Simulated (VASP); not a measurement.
The system is HfIn4SiO6.

```
Hf In Si O
1.0
     2.71603   -4.70332    0.00448
     2.71603    4.70332    0.00448
    -1.86309    0.00000    7.40415
Hf In Si O
1 4 1 6
Cartesian
  2.7160 2.7768 0.0045
  1.7845 1.2098 3.7066
  2.7160 -0.3586 0.0045
  1.7845 4.3741 3.7066
  1.7845 -1.9666 3.7066
  2.7160 -3.4942 0.0045
  -1.1351 -0.1798 6.4177
  4.7040 -0.1798 0.9954
  1.6933 -2.1708 6.4226
  1.8757 -2.1708 0.9906
  1.5632 1.2736 0.9906
  2.0058 1.2736 6.4226
```

The cell was built by a generator and needn't be a form met in nature.

```yaml
Program: VASP 6.6.1
Task: relaxation of cell and atoms
Functional: PBEsol
Potentials_or_basis: VASP PAW PBE potentials, release 64 (Hf_pv, In_d, Si, O)
Cutoff: 600 eV
k_mesh: 6 × 6 × 4
Occupations: fermi-dirac, width 0.05 eV
Spin: no spin polarisation
```

At the start: pressure -4.8 GPa; volume 15.77 Å³/atom.

Problem. Where does the relaxation end?

Solution. Over 11 steps the energy falls by 11.9 meV/atom and the volume is 14.93 Å³/atom (-5.3 %); space group C2 (No. 5, to 0.05 Å).

The path:
| step | energy change (eV) | largest force (eV/Å) | pressure (GPa) | volume (Å³) |
| --- | --- | --- | --- | --- |
| 1 | 0.0000 | 0.2695 | -4.81 | 189.25 |
| 2 | -0.0004 | 0.7845 | 5.01 | 176.57 |
| 3 | -0.1077 | 0.2532 | -0.24 | 182.72 |
| 4 | -0.1261 | 0.1407 | -0.19 | 181.53 |
| 5 | -0.1376 | 0.1321 | 0.00 | 179.47 |
| 6 | -0.1426 | 0.0356 | 0.10 | 178.86 |
| 7 | -0.1426 | 0.0338 | 0.10 | 178.84 |
| 8 | -0.1429 | 0.0168 | -0.06 | 179.16 |
| 9 | -0.1429 | 0.0160 | -0.07 | 179.19 |
| 10 | -0.1429 | 0.0198 | 0.09 | 179.09 |
| 11 | -0.1429 | 0.0059 | 0.00 | 179.14 |

Final structure:
```yaml
crystal:
  lattice:
    - [2.68603, -4.64584, 0.00389]
    - [2.68603, 4.64584, 0.00389]
    - [-1.84371, 0.00000, 7.17514]
  atoms:
    - { symbol: Hf, position: [0.20489, 0.79511, 0.00000] }
    - { symbol: In, position: [0.37158, 0.62842, 0.50000] }
    - { symbol: In, position: [0.53814, 0.46186, 0.00000] }
    - { symbol: In, position: [0.03532, 0.96468, 0.50000] }
    - { symbol: In, position: [0.70852, 0.29148, 0.50000] }
    - { symbol: Si, position: [0.87149, 0.12851, 0.00000] }
    - { symbol: O, position: [0.10629, 0.06716, 0.86342] }
    - { symbol: O, position: [0.93284, 0.89371, 0.13658] }
    - { symbol: O, position: [0.83931, 0.37785, 0.86339] }
    - { symbol: O, position: [0.62215, 0.16069, 0.13661] }
    - { symbol: O, position: [0.19913, 0.47081, 0.13670] }
    - { symbol: O, position: [0.52919, 0.80087, 0.86330] }
```

Caveat: the PAW data sets were made with another functional, which shifts forces and pressure a little.
